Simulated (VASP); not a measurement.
# PBr (P-1) in VASP: reference runs, part 2 of 2

VASP 6.6.1. The steps go on from the part before.

**4. Equation of state, PBE, 37.58 Å³/atom (volume scaled by 0.94)**

Input file INCAR:

```
SYSTEM = PBr
  ALGO = Normal
  EDIFF = 1E-7
  ENCUT = 520
  GGA = PE
  ISIF = 2
  ISMEAR = -1
  LASPH = .TRUE.
  LCHARG = .FALSE.
  LREAL = .FALSE.
  LWAVE = .FALSE.
  NBANDS = 20
  NELM = 80
  PREC = Accurate
  SIGMA = 0.05
```

Input file KPOINTS:

```
k-points
0
G
  6 5 5
  0 0 0
```

Input file POSCAR:

```
PBr
1.0
    4.8377477118      0.0000000000      0.0000000000
   -2.0202885948      5.0884571030      0.0000000000
   -0.6825569884     -0.6404191124      6.1060109897
Br P
2 2
Direct
    0.6657980000      0.8550130000      0.2427560000
    0.3342020000      0.1449870000      0.7572440000
    0.6407200000      0.4997570000      0.6318710000
    0.3592800000      0.5002430000      0.3681290000
```

Potentials or basis: VASP PAW PBE potentials, release 64 (Br, P).

Run with:

```console
$ cat potpaw_PBE.64/Br/POTCAR potpaw_PBE.64/P/POTCAR > POTCAR
$ mpirun -np 1 vasp_std > vasp.out
```

OUTCAR:

```text
SYSTEM = PBr
   EDIFF = 1E-7
   ENCUT = 520
   GGA = PE
   ISIF = 2
   ISMEAR = -1
   LASPH = .TRUE.
   LREAL = .FALSE.
   NELM = 80
   PREC = Accurate

 Found     76 irreducible k-points:

 Following reciprocal coordinates:
            Coordinates               Weight
  0.000000  0.000000  0.000000      1.000000
  0.166667  0.000000  0.000000      2.000000
  0.333333  0.000000  0.000000      2.000000
  0.500000  0.000000 -0.000000      1.000000
  0.000000  0.200000  0.000000      2.000000
  0.166667  0.200000 -0.000000      2.000000
   k-points           NKPTS =     76   k-points in BZ     NKDIM =     76   number of bands    NBANDS=     20
   number of dos      NEDOS =    301   number of ions     NIONS =      4
   total plane-waves  NPLWV =  72576
   dimension x,y,z NGX =    36 NGY =   42 NGZ =   48
   dimension x,y,z NGXF=    72 NGYF=   84 NGZF=   96
   ions per type =               2   2
   NGX,Y,Z   is equivalent  to a cutoff of  12.37, 12.75, 12.92 a.u.
   NGXF,Y,Z  is equivalent  to a cutoff of  24.74, 25.51, 25.84 a.u.
 SYSTEM =  PBr
   PREC   = accura    normal or accurate (medium, high low for compatibility)
   ISTART =      0    job   : 0-new  1-cont  2-samecut
   ICHARG =      2    charge: 1-file 2-atom 10-const
   ISPIN  =      1    spin polarized calculation?
   LNONCOLLINEAR =      F non collinear calculations
   LSORBIT =      F    spin-orbit coupling
   LASPH  =      T    aspherical Exc in radial PAW
   ENCUT  =  520.0 eV  38.22 Ry    6.18 a.u.   9.00 10.18 11.49*2*pi/ulx,y,z
   NELM   =     80;   NELMIN=  2; NELMDL= -5     # of ELM steps
   EDIFF  = 0.1E-06   stopping-criterion for ELM
   LREAL  =      F    real-space projection
   EDIFFG = 0.1E-05   stopping-criterion for IOM
   NSW    =      0    number of steps for IOM
   IBRION =     -1    ionic relax: 0-MD 1-quasi-New 2-CG
   NFREE  =      0    steps in history (QN), initial steepest desc. (CG)
   ISIF   =      2    stress and relaxation
   ISYM   =      2    0-nonsym 1-usesym 2-fastsym
   POTIM  = 0.5000    time-step for ionic-motion
   TEBEG  =    0.0;   TEEND  =   0.0 temperature during run
   PSTRESS=    0.0 pullay stress
   NELECT =      24.0000    total number of electrons
   NUPDOWN=      -1.0000    fix difference up-down
   EMIN   =  10.00;   EMAX   =-10.00  energy-range for DOS
   EFERMI =   0.00;   METHOD = LEGACY
   ISMEAR =    -1;   SIGMA  =   0.05  broadening in eV -4-tet -1-fermi 0-gaus
   EFERMI_NEDOS =   21; number of points for ismear=-14 and -15
   IALGO  =     38    algorithm
   IMIX   =      4    mixing-type and parameters
     AMIX     =   0.40;   BMIX     =  1.00
     AMIX_MAG =   1.60;   BMIX_MAG =  1.00
  volume/ion in A,a.u.               =      37.58       253.58
  Fermi-wavevector in a.u.,A,eV,Ry     =   0.888143  1.678347 10.732250  0.788798
  Thomas-Fermi vector in A             =   2.009534
   LORBIT       =      0    0 simple, 1 ext, 2 COOP (PROOUT), +10 PAW based schemes
   GGA     = PE    functional components
   LHFCALC =     F    Hartree Fock is set to
   AEXX    =    0.0000 exact exchange contribution
   IVDW    =     0    specifies the selected vdW correction
   LEPSILON=     F    determine dielectric tensor
   LRPA    =     F    only Hartree local field effects (RPA)
 non-spin polarized calculation
  energy-cutoff  :      520.00
  volume of cell :      150.31
 maximum number of plane-waves:      4069
   NGX = 17   NGY = 21   NGZ = 23

 number of electron      24.0000001 magnetization

 Free energy of the ion-electron system (eV)
  ---------------------------------------------------
  ext. energy  EPLUGINS =         0.00000000
  ---------------------------------------------------
  free energy    TOTEN  =       -14.07315303 eV

  energy without entropy =      -14.07315298  energy(sigma->0) =      -14.07315301

 E-fermi :   0.4107     XC(G=0):  -6.9890

 val. band max:       -0.3457461037   @ k =   0.0000   0.4000   0.4000
 cond. band min:       1.1324712101   @ k =   0.0000   0.4000   0.4000
 fundamental gap:      1.4782173138
 Fermi energy:         0.4107241823

 k-point     1 :       0.0000    0.0000    0.0000
  band No.  band energies     occupation
      1     -15.6555      2.00000
      2     -15.1818      2.00000
      3     -11.3269      2.00000
      4      -7.4933      2.00000
      5      -4.4514      2.00000
      6      -4.3352      2.00000
[... 12 lines left out ...]
     19       6.7616      0.00000
     20       8.0268      0.00000

 k-point     2 :       0.1667    0.0000    0.0000
  band No.  band energies     occupation
      1     -15.6352      2.00000
      2     -15.1860      2.00000
      3     -11.3343      2.00000
      4      -7.5976      2.00000
      5      -4.5225      2.00000
      6      -4.1742      2.00000
[... 12 lines left out ...]
     19       6.9216      0.00000
     20       7.8891      0.00000

 k-point     3 :       0.3333    0.0000    0.0000
  band No.  band energies     occupation
      1     -15.5917      2.00000
      2     -15.1969      2.00000
      3     -11.3488      2.00000
      4      -7.7929      2.00000
      5      -4.4573      2.00000
      6      -4.1421      2.00000
[... 12 lines left out ...]
     19       7.6281      0.00000
     20       7.9544      0.00000

 k-point     4 :       0.5000    0.0000   -0.0000
  band No.  band energies     occupation
      1     -15.5681      2.00000
      2     -15.2040      2.00000
      3     -11.3560      2.00000
      4      -7.8849      2.00000
      5      -4.3098      2.00000
      6      -4.2703      2.00000
[... 12 lines left out ...]
     19       7.9346      0.00000
     20       8.5620      0.00000

 k-point     5 :       0.0000    0.2000    0.0000
  band No.  band energies     occupation
      1     -15.6137      2.00000
      2     -15.2107      2.00000
      3     -11.3666      2.00000
      4      -7.5962      2.00000
      5      -4.5018      2.00000
      6      -4.1547      2.00000
[... 12 lines left out ...]
     19       7.2135      0.00000
     20       7.7498      0.00000

 k-point     6 :       0.1667    0.2000   -0.0000
  band No.  band energies     occupation
      1     -15.5762      2.00000
      2     -15.2259      2.00000
      3     -11.3924      2.00000
      4      -7.7562      2.00000
      5      -4.3869      2.00000
      6      -4.1319      2.00000
[... 12 lines left out ...]
     19       7.5107      0.00000
     20       7.6158      0.00000

 [... further k-points ...]

------------------------ aborting loop because EDIFF is reached ----------------------------------------

  FORCE on cell =-STRESS in cart. coord.  units (eV):
  Direction    XX          YY          ZZ          XY          YZ          ZX
  --------------------------------------------------------------------------------------
  -------------------------------------------------------------------------------------
  Total        1.1201028      2.4121803      1.9309681      0.6820735     -1.0579862      0.6143534
  in kB       11.9393743     25.7118561     20.5825308      7.2703425    -11.2772618      6.5485016
  external PRESSURE =      19.4112538 kB  Pullay stress =       0.0000000 kB

 VOLUME and BASIS-vectors are now :
 -----------------------------------------------------------------------------
  energy-cutoff  :      520.00
  volume of cell :      150.31
      direct lattice vectors                 reciprocal lattice vectors
     4.837747712  0.000000000  0.000000000     0.206707761  0.082069933  0.031714483
    -2.020288595  5.088457103  0.000000000     0.000000000  0.196523225  0.020612021
    -0.682556988 -0.640419112  6.106010990     0.000000000  0.000000000  0.163773043

 POSITION                                       TOTAL-FORCE (eV/Angst)
 -----------------------------------------------------------------------------------
      1.32789      4.19523      1.48227         0.213952      0.442288     -0.290998
      0.80701      0.25281      4.62374        -0.213952     -0.442288      0.290998
      1.65870      2.13833      3.85821         0.741536      0.317233      0.518829
      0.47620      2.30971      2.24780        -0.741536     -0.317233     -0.518829
 -----------------------------------------------------------------------------------
    total drift:                               -0.000000      0.000000      0.000000

  FREE ENERGIE OF THE ION-ELECTRON SYSTEM (eV)
  ---------------------------------------------------
  free  energy   TOTEN  =       -14.0731530305 eV

  energy  without entropy=      -14.0731529796  energy(sigma->0) =      -14.07315301
```

It took 2.1 min on 1 thread of Intel Xeon 6975P-C (Granite Rapids), shared host; peak memory 0.37 GiB.

Results:

* Free energy: -14.0732 eV
* Pressure: 1.9 GPa
* Largest force: 0.959 eV/Å
* Band gap on the k mesh: 1.48 eV, direct

Caveat: an odd mesh through Γ misses points on the zone boundary, where band edges often lie.

**5. Equation of state, PBE, 38.38 Å³/atom (volume scaled by 0.96)**

Input file INCAR:

```
SYSTEM = PBr
ALGO = Normal
EDIFF = 1E-7
ENCUT = 520
GGA = PE
ISIF = 2
ISMEAR = -1
LASPH = .True.
LCHARG = .False.
LREAL = .False.
LWAVE = .False.
NBANDS = 20
NELM = 100
PREC = Accurate
SIGMA = 0.05
```

Input file KPOINTS:

```
k-points
0
Gamma
  6 5 5
  0 0 0
```

Input file POSCAR:

```
PBr
1.0
    4.8718174802      0.0000000000      0.0000000000
   -2.0345164480      5.1242924886      0.0000000000
   -0.6873638861     -0.6449292547      6.1490124838
Br P
2 2
Direct
    0.6657980000      0.8550130000      0.2427560000
    0.3342020000      0.1449870000      0.7572440000
    0.6407200000      0.4997570000      0.6318710000
    0.3592800000      0.5002430000      0.3681290000
```

Run with:

```console
$ cat potpaw_PBE.64/Br/POTCAR potpaw_PBE.64/P/POTCAR > POTCAR
$ mpirun -np 1 vasp_std > vasp.out
```

Run time: 1.8 min. Hardware: 1 thread of Intel Xeon 6975P-C (Granite Rapids), shared host; peak memory 0.37 GiB.

The run converged. Its results:

```
Free energy            : -14.1052 eV
Pressure               : 1.3 GPa
Largest force          : 0.606 eV/Å
Band gap on the k mesh : 1.48 eV, direct
```

Caveat: an odd mesh through Γ misses points on the zone boundary, where band edges often lie.

**6. Equation of state, PBE, 39.18 Å³/atom (volume scaled by 0.98)**

Input file INCAR:

```
PREC = Accurate
ENCUT = 520
EDIFF = 1E-7
ISMEAR = -1
SIGMA = 0.05
LREAL = False
LASPH = True
NELM = 100
ALGO = Normal
ISIF = 2
LWAVE = False
LCHARG = False
GGA = PE
NBANDS = 20
```

Input file KPOINTS:

```
Automatic mesh
0
Gamma
  6 5 5
```

Input file POSCAR:

```
PBr
1.0
    4.9054172832      0.0000000000      0.0000000000
   -2.0485480393      5.1596335536      0.0000000000
   -0.6921044765     -0.6493771832      6.1914208066
Br P
2 2
Direct
    0.6657980000      0.8550130000      0.2427560000
    0.3342020000      0.1449870000      0.7572440000
    0.6407200000      0.4997570000      0.6318710000
    0.3592800000      0.5002430000      0.3681290000
```

Potentials or basis: VASP PAW PBE potentials, release 64 (Br, P).

Run with:

```console
$ cat potpaw_PBE.64/Br/POTCAR potpaw_PBE.64/P/POTCAR > POTCAR
$ mpirun -np 1 vasp_std > vasp.out
```

Run time: 1.8 min. Hardware: 1 thread of Intel Xeon 6975P-C (Granite Rapids), shared host; peak memory 0.38 GiB.

It converged, with:

```
Free energy            : -14.1242 eV
Pressure               : 0.6 GPa
Largest force          : 0.280 eV/Å
Band gap on the k mesh : 1.48 eV, direct
```

Caveat: an odd mesh through Γ misses points on the zone boundary, where band edges often lie.

**7. Equation of state, PBE, 40.78 Å³/atom (volume scaled by 1.02)**

Input file INCAR:

```
SYSTEM = PBr
  PREC = Accurate
  ENCUT = 520
  EDIFF = 1E-7
  ISMEAR = -1
  SIGMA = 0.05
  LREAL = .False.
  LASPH = .True.
  NELM = 80
  ALGO = Normal
  ISIF = 2
  LWAVE = .False.
  LCHARG = .False.
  GGA = PE
  NBANDS = 20
```

Input file KPOINTS:

```
regular mesh
0
Gamma
  6 5 5
  0 0 0
```

Input file POSCAR:

```
PBr
1.0
    4.9712696684      0.0000000000      0.0000000000
   -2.0760486100      5.2288986449      0.0000000000
   -0.7013955782     -0.6580946957      6.2745370441
Br P
2 2
Direct
    0.6657980000      0.8550130000      0.2427560000
    0.3342020000      0.1449870000      0.7572440000
    0.6407200000      0.4997570000      0.6318710000
    0.3592800000      0.5002430000      0.3681290000
```

Run with:

```console
$ cat potpaw_PBE.64/Br/POTCAR potpaw_PBE.64/P/POTCAR > POTCAR
$ mpirun -np 1 vasp_std > vasp.out
```

Run time: 2.4 min. Hardware: 1 thread of Intel Xeon 6975P-C (Granite Rapids), shared host; peak memory 0.38 GiB.

Results (log left out):

* Free energy: -14.1285 eV
* Pressure: -0.4 GPa
* Largest force: 0.315 eV/Å
* Band gap on the k mesh: 1.48 eV, direct

Caveat: an odd mesh through Γ misses points on the zone boundary, where band edges often lie.

**8. Equation of state, PBE, 41.58 Å³/atom (volume scaled by 1.04)**

Input file INCAR:

```
SYSTEM = PBr
PREC     = Accurate       ! precision mode
ENCUT    = 520            ! plane-wave cutoff, eV
EDIFF    = 1E-7           ! SCF threshold, eV
ISMEAR   = -1             ! smearing method
SIGMA    = 0.05           ! smearing width, eV
LREAL    = .FALSE.        ! projectors in reciprocal space
LASPH    = .TRUE.         ! aspherical terms in the spheres
NELM     = 60             ! most SCF steps
ALGO     = Normal         ! electronic algorithm
ISIF     = 2              ! what is computed and relaxed
LWAVE    = .FALSE.        ! write WAVECAR
LCHARG   = .FALSE.        ! write CHGCAR
GGA      = PE             ! functional
NBANDS   = 20             ! bands
```

Input file KPOINTS:

```
regular mesh
0
G
  6 5 5
  0 0 0
```

Input file POSCAR:

```
PBr
1.0
    5.0035515448      0.0000000000      0.0000000000
   -2.0895298228      5.2628534837      0.0000000000
   -0.7059502226     -0.6623681576      6.3152819328
Br P
2 2
Direct
    0.6657980000      0.8550130000      0.2427560000
    0.3342020000      0.1449870000      0.7572440000
    0.6407200000      0.4997570000      0.6318710000
    0.3592800000      0.5002430000      0.3681290000
```

Run with:

```console
$ cat potpaw_PBE.64/Br/POTCAR potpaw_PBE.64/P/POTCAR > POTCAR
$ mpirun -np 1 vasp_std > vasp.out
```

Run time: 2.2 min. Hardware: 1 thread of Intel Xeon 6975P-C (Granite Rapids), shared host; peak memory 0.39 GiB.

The run converged. Its results:

```
Free energy            : -14.1160 eV
Pressure               : -0.9 GPa
Largest force          : 0.577 eV/Å
Band gap on the k mesh : 1.48 eV, direct
```

Caveat: an odd mesh through Γ misses points on the zone boundary, where band edges often lie.

**9. Equation of state, PBE, 42.37 Å³/atom (volume scaled by 1.06)**

Input file INCAR:

```
  ALGO = Normal
  EDIFF = 1E-7
  ENCUT = 520
  GGA = PE
  ISIF = 2
  ISMEAR = -1
  LASPH = T
  LCHARG = F
  LREAL = F
  LWAVE = F
  NBANDS = 20
  NELM = 100
  PREC = Accurate
  SIGMA = 0.05
```

Input file KPOINTS:

```
k-points
0
Gamma
  6 5 5
```

Input file POSCAR:

```
PBr
1.0
    5.0354221591      0.0000000000      0.0000000000
   -2.1028392888      5.2963757472      0.0000000000
   -0.7104468420     -0.6665871769      6.3555077430
Br P
2 2
Direct
    0.6657980000      0.8550130000      0.2427560000
    0.3342020000      0.1449870000      0.7572440000
    0.6407200000      0.4997570000      0.6318710000
    0.3592800000      0.5002430000      0.3681290000
```

Potentials or basis: VASP PAW PBE potentials, release 64 (Br, P).

Run with:

```console
$ cat potpaw_PBE.64/Br/POTCAR potpaw_PBE.64/P/POTCAR > POTCAR
$ mpirun -np 1 vasp_std > vasp.out
```

Wall time 2.2 min (1 thread of Intel Xeon 6975P-C (Granite Rapids), shared host); peak memory 0.4 GiB.

It converged, with:

| Quantity | Value |
| --- | --- |
| Free energy | -14.0949 eV |
| Pressure | -1.3 GPa |
| Largest force | 0.823 eV/Å |
| Band gap on the k mesh | 1.47 eV, direct |

Caveat: an odd mesh through Γ misses points on the zone boundary, where band edges often lie.

**10. Equation of state, PBE**

Potentials or basis: VASP PAW PBE potentials, release 64 (Br, P).

This step only gathers the single runs of the series.

What came out:

```
Equilibrium volume                        : 40.13 Å³/atom
Bulk modulus at fixed shape and positions : 26 GPa
Pressure derivative of the bulk modulus   : 4.3
```

Energy against volume, from the lowest point:
| volume (Å³/atom) | energy (meV/atom) |
| --- | --- |
| 37.577 | 14.61 |
| 38.377 | 6.61 |
| 39.176 | 1.85 |
| 39.976 | 0.00 |
| 40.775 | 0.77 |
| 41.575 | 3.91 |
| 42.375 | 9.17 |

Caveat: the cell was scaled at fixed shape and fractional positions, which overstates the stiffness of a crystal with free parameters, most of all of layers and chains.

**11. Summary**

| task | cell | gap on the mesh (eV) | pressure (GPa) | largest force (eV/Å) |
| --- | --- | --- | --- | --- |
| single point | as given | 1.48 | 0.1 | 0.10 |
| single point | atoms moved at random, drawn with an rms of 0.05 Å | 1.58 | 0.3 | 0.60 |
| equation of state | as given | - | - | - |

Alike in all rows: level PBE; potentials or basis VASP PAW PBE potentials, release 64 (Br, P); no spin polarisation; k mesh 6 × 5 × 5; cutoff (eV) 520; smearing fermi-dirac 0.05 eV.

Caveats: an odd mesh through Γ misses points on the zone boundary, where band edges often lie (some runs); the cell was scaled at fixed shape and fractional positions, which overstates the stiffness of a crystal with free parameters, most of all of layers and chains (some runs).

Absolute energies hang on the potentials; compare differences alone.
